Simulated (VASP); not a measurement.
Method: PBE GGA with D4 dispersion, VASP's PBE PAW potentials (set 64) (plane waves; VASP 6.6.1).

The input files of a VASP run:

### KPOINTS
```
Automatic mesh
0
Gamma
12 12 10
0 0 0
```

File POSCAR:
```
ZrB2
3.1506370
  0.4999999790  -0.8660255138   0.0000000000
  0.4999999790   0.8660255138   0.0000000000
  0.0000000000   0.0000000000   1.1123160774
Zr B
1 2
Direct
  0.0000000000   0.0000000000   0.0000000000
  0.3333330000   0.6666670000   0.5000000000
  0.6666670000   0.3333330000   0.5000000000
```

**INCAR**
```
! general
SYSTEM =ZrB2
PREC   =Accurate
ENCUT  =520
LREAL  =.False.
LASPH  =.True.

! electronic loop
EDIFF  =1E-7
NELM   =100
ALGO   =Normal
LMAXMIX=4

! smearing
ISMEAR =-5

! functional
GGA    =PE
IVDW   =13

! ions
ISIF   =2

! output
LWAVE  =.False.
LCHARG =.True.
LORBIT =11
NEDOS  =601

! other
LEFG   =.True.
```

POTCAR, in this order: Zr_sv B (PBE.64 set). Program: vasp_std.

The run wrote:

OSZICAR:
```
       N       E                     dE             d eps       ncg     rms          rms(c)
DAV:   1     0.113090335821E+03    0.11309E+03   -0.99528E+03  2964   0.138E+03
DAV:   2    -0.220259984373E+02   -0.13512E+03   -0.13146E+03  3489   0.338E+02
DAV:   3    -0.275290882833E+02   -0.55031E+01   -0.54563E+01  4763   0.599E+01
DAV:   4    -0.276631333272E+02   -0.13405E+00   -0.13407E+00  3785   0.850E+00
DAV:   5    -0.276667334066E+02   -0.36001E-02   -0.36030E-02  4593   0.109E+00    0.226E+01
DAV:   6    -0.250013385424E+02    0.26654E+01   -0.76692E+00  3557   0.200E+01    0.928E+00
DAV:   7    -0.249637349235E+02    0.37604E-01   -0.91984E-01  4555   0.635E+00    0.321E+00
DAV:   8    -0.249660810341E+02   -0.23461E-02   -0.10516E-01  3584   0.305E+00    0.836E-01
DAV:   9    -0.249623786627E+02    0.37024E-02   -0.18437E-02  3746   0.114E+00    0.142E-01
DAV:  10    -0.249623750434E+02    0.36193E-05   -0.87424E-04  3748   0.278E-01    0.421E-02
DAV:  11    -0.249623831097E+02   -0.80663E-05   -0.28581E-05  3862   0.635E-02    0.144E-02
DAV:  12    -0.249623865322E+02   -0.34225E-05   -0.21802E-06  3800   0.160E-02    0.338E-03
DAV:  13    -0.249623882682E+02   -0.17360E-05   -0.41671E-07  3650   0.562E-03    0.124E-03
DAV:  14    -0.249623878873E+02    0.38088E-06   -0.28833E-08  1892   0.183E-03    0.356E-04
DAV:  15    -0.249623878708E+02    0.16507E-07   -0.32216E-09  1797   0.641E-04
   1 F= -.25926984E+02 E0= -.25926984E+02  d E =0.000000E+00
```

File OUTCAR:
```
------------------------ aborting loop because EDIFF is reached ----------------------------------------
  Edisp (eV):   -0.96460
  FORCE on cell =-STRESS in cart. coord.  units (eV):
  Direction    XX          YY          ZZ          XY          YZ          ZX
  --------------------------------------------------------------------------------------
  Total       0.09815     0.09815    -0.18088     0.00000    -0.00000     0.00000
  in kB       5.21990     5.21990    -9.61963     0.00000    -0.00000     0.00000
  external pressure =        0.27 kB  Pullay stress =        0.00 kB
  volume of cell :       30.13
      direct lattice vectors                 reciprocal lattice vectors
     1.575318434 -2.728532027  0.000000000     0.317396146 -0.183248719  0.000000000
     1.575318434  2.728532027  0.000000000     0.317396146  0.183248719  0.000000000
     0.000000000  0.000000000  3.504504189     0.000000000  0.000000000  0.285347069
 POSITION                                       TOTAL-FORCE (eV/Angst)
 -----------------------------------------------------------------------------------
      0.00000      0.00000      0.00000        -0.000000     -0.000000     -0.000000
      1.57532      0.90951      1.75225         0.000000     -0.000000     -0.000000
      1.57532     -0.90951      1.75225        -0.000000      0.000000      0.000000
 -----------------------------------------------------------------------------------
    total drift:                                0.000000     -0.000000      0.000000
  FREE ENERGIE OF THE ION-ELECTRON SYSTEM (eV)
  ---------------------------------------------------
  free  energy   TOTEN  =       -25.9269835124 eV

  energy  without entropy=      -25.9269835124  energy(sigma->0) =      -25.92698351

 total charge

# of ion       s       p       d       tot
------------------------------------------
    1        2.172   6.035   1.799  10.006
    2        0.670   1.259   0.000   1.929
    3        0.670   1.259   0.000   1.929
--------------------------------------------------
tot          3.512   8.553   1.799  13.863

 Electric field gradients after diagonalization (V/A^2)
 (convention: |V_zz| > |V_xx| > |V_yy|)
----------------------------------------------------------------------
 ion       V_xx      V_yy      V_zz     asymmetry (V_yy - V_xx)/ V_zz
----------------------------------------------------------------------
   1     -21.306   -21.303    42.609       0.000
   2      -0.866    -0.866     1.732       0.000
   3      -0.866    -0.866     1.732       0.000
```
(Selected blocks of OUTCAR.)

File OUTCAR:
```
 val. band max:       10.8506433159   @ k =   0.0833   0.0833   0.3000

 cond. band min:      10.7055305948   @ k =   0.1667   0.1667   0.2000


 Fermi energy:        10.9304013292

 k-point     1 :       0.0000    0.0000    0.0000
  band No.  band energies     occupation
      1     -37.8043      2.00000
      2     -16.0065      2.00000
      3     -15.4203      2.00000
      4     -15.4203      2.00000
      5      -2.0715      2.00000
      6       8.0678      2.00000
      7       8.0678      2.00000
      8       8.1315      2.00000
      9       8.4290      2.00000
     10      14.2474      0.00000
     11      14.2474      0.00000
     12      15.0520      0.00000
     13      15.0520      0.00000

 k-point     2 :       0.0833    0.0000    0.0000
  band No.  band energies     occupation
      1     -37.7959      2.00000
      2     -15.9942      2.00000
      3     -15.4926      2.00000
      4     -15.4359      2.00000
      5      -1.9295      2.00000
      6       7.6605      2.00000
      7       8.0736      2.00000
      8       8.2671      2.00000
      9       8.2676      2.00000
     10      14.1574      0.00000
     11      14.2060      0.00000
     12      14.4755      0.00000
     13      14.5183      0.00000

 k-point     3 :       0.1667    0.0000    0.0000
  band No.  band energies     occupation
      1     -37.7731      2.00000
      2     -15.9604      2.00000
      3     -15.6855      2.00000
      4     -15.4782      2.00000
      5      -1.5210      2.00000
      6       6.6959      2.00000
      7       7.8860      2.00000
      8       8.0580      2.00000
      9       8.5710      2.00000
     10      13.2422      0.00000
     11      13.9247      0.00000
     12      14.1614      0.00000
     13      14.8094      0.00000

 k-point     4 :       0.2500    0.0000    0.0000
  band No.  band energies     occupation
      1     -37.7417      2.00000
      2     -15.9394      2.00000
      3     -15.9138      2.00000
...
```

For a metal the tetrahedron method with Blöchl corrections gives inexact stress and forces.

The compound is ZrB2 in the AlB2 type structure. It was relaxed first.
